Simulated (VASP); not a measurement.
Data:

```yaml
crystal:
  lattice:
    - [2.88131, 0.00000, 0.00000]
    - [0.00000, 2.88131, 0.00000]
    - [0.00000, 0.00000, 4.14329]
  atoms:
    - { symbol: Ti, position: [0.00000, 0.00000, 0.00000] }
    - { symbol: Al, position: [0.50000, 0.50000, 0.50000] }
```

All values below come from PBE GGA, VASP's PBE PAW potentials (set 64) (plane waves; VASP). Settings: 520 eV cut-off, 13×13×9 Γ-centred mesh, first-order Methfessel-Paxton smearing of 0.10 eV, potentials Ti_sv Al.

Problem. Give the stress tensor in GPa (positive for a compressed cell).

Solution. 
```
-5.92   0.00   0.00
 0.00  -5.92   0.00
 0.00   0.00  -5.89
```
The pressure is its mean diagonal, -5.91 GPa.

The compound is TiAl in the L1_0 structure. This cell is one point of a volume scan, at 1.06 of the reference volume. The electron count is odd and the run is not spin-polarised, which forces a metal.
